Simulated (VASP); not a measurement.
Output of a VASP run:

**OSZICAR**
```
       N       E                     dE             d eps       ncg     rms          rms(c)
DAV:   1     0.107905881430E+03    0.10791E+03   -0.12639E+04  2216   0.117E+03
DAV:   2    -0.272142266341E+01   -0.11063E+03   -0.10930E+03  2322   0.258E+02
DAV:   3    -0.448630213715E+01   -0.17649E+01   -0.17212E+01  2568   0.291E+01
DAV:   4    -0.449667088461E+01   -0.10369E-01   -0.10368E-01  2459   0.233E+00
DAV:   5    -0.449679011024E+01   -0.11923E-03   -0.11923E-03  2561   0.253E-01    0.256E+00
DAV:   6    -0.445820228907E+01    0.38588E-01   -0.76841E-02  2283   0.230E+00    0.182E+00
DAV:   7    -0.445168687304E+01    0.65154E-02   -0.32881E-02  2240   0.150E+00    0.668E-01
DAV:   8    -0.445125711403E+01    0.42976E-03   -0.22630E-03  2296   0.385E-01    0.343E-02
DAV:   9    -0.445126358368E+01   -0.64697E-05   -0.14606E-05  2582   0.357E-02    0.116E-02
DAV:  10    -0.445126965609E+01   -0.60724E-05   -0.58391E-06  1788   0.218E-02    0.150E-03
DAV:  11    -0.445126986277E+01   -0.20668E-06   -0.38103E-07  1188   0.581E-03
   1 F= -.44512699E+01 E0= -.44508751E+01  d E =-.118417E-02
```

OUTCAR:
```
------------------------ aborting loop because EDIFF is reached ----------------------------------------
  FORCE on cell =-STRESS in cart. coord.  units (eV):
  Direction    XX          YY          ZZ          XY          YZ          ZX
  --------------------------------------------------------------------------------------
  Total        0.3511198      0.3511199      0.2896572      0.0000000      0.0000000      0.0000000
  in kB        9.2628258      9.2628267      7.6413929      0.0000000      0.0000000      0.0000000
  external PRESSURE =       8.7223485 kB  Pullay stress =       0.0000000 kB
  volume of cell :       60.73
      direct lattice vectors                 reciprocal lattice vectors
     1.764600000 -3.056377000  0.000000000     0.283350334 -0.163592384  0.000000000
     1.764600000  3.056377000  0.000000000     0.283350334  0.163592384  0.000000000
     0.000000000  0.000000000  5.630400000     0.000000000  0.000000000  0.177607275
 POSITION                                       TOTAL-FORCE (eV/Angst)
 -----------------------------------------------------------------------------------
      1.76460      1.01879      1.40760         0.000000     -0.000000      0.000000
      1.76460     -1.01879      4.22280         0.000000      0.000000      0.000000
 -----------------------------------------------------------------------------------
    total drift:                                0.000000      0.001640      0.000008
  FREE ENERGIE OF THE ION-ELECTRON SYSTEM (eV)
  ---------------------------------------------------
  free  energy   TOTEN  =        -4.4512698628 eV

  energy  without entropy=       -4.4500856963  energy(sigma->0) =       -4.45087514
```
(Selected blocks of OUTCAR.)

### POSCAR
```
Tl
1
    1.7646000000    -3.0563770000     0.0000000000
    1.7646000000     3.0563770000     0.0000000000
    0.0000000000     0.0000000000     5.6304000000
Tl
2
Direct
  0.3333330000   0.6666670000   0.2500000000
  0.6666670000   0.3333330000   0.7500000000
```

### Question
Write an INCAR and KPOINTS that could have produced this output.

### Answer
This is not unique; one that fits is the input of the run itself, PBE GGA, plane waves, VASP's PBE PAW potentials (set 64).

### INCAR
```
! general
SYSTEM  = Tl
PREC    = Accurate
ENCUT   = 400   ! plane-wave cut-off (eV)
LREAL   = .FALSE.   ! projection in real space or not
LASPH   = .TRUE.   ! aspherical one-centre terms
ISYM    = 1

! electronic loop
EDIFF   = 1E-6
NELM    = 100   ! most electronic steps
ALGO    = Normal   ! blocked Davidson
LMAXMIX = 4   ! l cut-off of mixed one-centre charges

! smearing
ISMEAR  = 1   ! Methfessel-Paxton
SIGMA   = 0.1   ! width (eV)

! functional
GGA     = PE

! ions
ISIF    = 2   ! forces and stress, cell fixed

! output
LWAVE   = .FALSE.
LCHARG  = .FALSE.
```

File KPOINTS:
```
Automatic mesh
0
Gamma
11 11 6
0 0 0
```

POTCAR, in this order: Tl_d (PBE.64 set). Program: vasp_std.

The compound is Tl in the hcp structure. The cell was not relaxed at this level. The run is one of a series of settings (ISYM = 1 against the base run), some of them coarse on purpose.
